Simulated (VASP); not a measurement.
Calculation: PBE GGA, VASP's PBE PAW potentials (set 64) (plane waves; VASP 6.6.1).

VASP ran on this input.

**POSCAR**
```
NaI
1.0
  0.0000000000   3.2566474709   3.2566474709
  3.2566474709   0.0000000000   3.2566474709
  3.2566474709   3.2566474709   0.0000000000
Na I
1 1
Cart
  0.0000000000   0.0000000000   0.0000000000
  3.2566474709   3.2566474709   3.2566474709
```

File KPOINTS:
```
Automatic mesh
0
Gamma
7 7 7
0 0 0
```

INCAR:
```
! general
SYSTEM  = NaI
PREC    = Accurate
ENCUT   = 500
LREAL   = .FALSE.
LASPH   = .TRUE.

! electronic loop
EDIFF   = 1E-6
NELM    = 100
ALGO    = Normal
LMAXMIX = 4

! smearing
ISMEAR  = 0
SIGMA   = 0.05

! functional
GGA     = PE

! ions
IBRION  = 2
NSW     = 40
ISIF    = 3
EDIFFG  = -0.02

! output
LWAVE   = .FALSE.
LCHARG  = .FALSE.
```

POTCAR, in this order: Na_pv I (PBE.64 set). Program: vasp_std.

What VASP printed:

### OSZICAR
```
       N       E                     dE             d eps       ncg     rms          rms(c)
DAV:   1     0.789099764994E+02    0.78910E+02   -0.67196E+03   440   0.111E+03
DAV:   2     0.758302423264E+00   -0.78152E+02   -0.72491E+02   481   0.225E+02
DAV:   3    -0.529474142604E+01   -0.60530E+01   -0.60298E+01   544   0.653E+01
DAV:   4    -0.545232955646E+01   -0.15759E+00   -0.15753E+00   510   0.117E+01
DAV:   5    -0.545759751712E+01   -0.52680E-02   -0.52679E-02   533   0.209E+00    0.161E+00
DAV:   6    -0.539423185895E+01    0.63366E-01   -0.90253E-02   512   0.200E+00    0.111E+00
DAV:   7    -0.538509327456E+01    0.91386E-02   -0.75303E-02   515   0.168E+00    0.591E-01
DAV:   8    -0.538726517088E+01   -0.21719E-02   -0.54510E-03   470   0.716E-01    0.156E-01
DAV:   9    -0.538723100723E+01    0.34164E-04   -0.14575E-04   512   0.133E-01    0.451E-02
DAV:  10    -0.538724569774E+01   -0.14691E-04   -0.41760E-05   488   0.789E-02    0.655E-03
DAV:  11    -0.538724613341E+01   -0.43567E-06   -0.43377E-06   491   0.234E-02
   1 F= -.53872461E+01 E0= -.53872461E+01  d E =-.538725E+01
       N       E                     dE             d eps       ncg     rms          rms(c)
DAV:   1    -0.538856994408E+01   -0.13242E-02   -0.27059E-02   503   0.246E+00    0.206E-01
DAV:   2    -0.538765882087E+01    0.91112E-03   -0.11904E-03   494   0.423E-01    0.990E-02
DAV:   3    -0.538740316108E+01    0.25566E-03   -0.65405E-04   503   0.272E-01    0.447E-02
DAV:   4    -0.538739976591E+01    0.33952E-05   -0.88696E-06   496   0.310E-02    0.452E-02
DAV:   5    -0.538739470570E+01    0.50602E-05   -0.79643E-07   371   0.101E-02    0.125E-02
DAV:   6    -0.538739053071E+01    0.41750E-05   -0.51127E-06   476   0.312E-02    0.231E-02
DAV:   7    -0.538739130519E+01   -0.77448E-06   -0.98943E-08   238   0.284E-03
   2 F= -.53873913E+01 E0= -.53873913E+01  d E =-.145172E-03
```

OUTCAR:
```
------------------------ aborting loop because EDIFF is reached ----------------------------------------
  FORCE on cell =-STRESS in cart. coord.  units (eV):
  Direction    XX          YY          ZZ          XY          YZ          ZX
  --------------------------------------------------------------------------------------
  Total        0.0206486      0.0206486      0.0206486      0.0000000      0.0000000      0.0000000
  in kB        0.4770150      0.4770150      0.4770150      0.0000000      0.0000000      0.0000000
  external PRESSURE =       0.4770150 kB  Pullay stress =       0.0000000 kB
  volume of cell :       69.35
      direct lattice vectors                 reciprocal lattice vectors
    -0.000000000  3.260966208  3.260966208    -0.153328789  0.153328789  0.153328789
     3.260966208  0.000000000  3.260966208     0.153328789 -0.153328789  0.153328789
     3.260966208  3.260966208  0.000000000     0.153328789  0.153328789 -0.153328789
  FREE ENERGIE OF THE ION-ELECTRON SYSTEM (eV)
  ---------------------------------------------------
  free  energy   TOTEN  =        -5.3873913052 eV

  energy  without entropy=       -5.3873913052  energy(sigma->0) =       -5.38739131

 reached required accuracy - stopping structural energy minimisation
```
(Selected blocks of OUTCAR.)

CONTCAR:
```
NaI
   1.00000000000000
    -0.0000000000000000    3.2609662082755486    3.2609662082755486
     3.2609662082755486    0.0000000000000000    3.2609662082755486
     3.2609662082755486    3.2609662082755486    0.0000000000000000
  Na              I
     1     1
Direct
     1.0000000000000000    0.0000000000000000    0.0000000000000000
     0.5000000000000000    0.5000000000000000    0.5000000000000000
```

The compound is NaI in the rock salt structure. This run relaxes it. Symmetry was kept, so distortions that lower it aren't found.
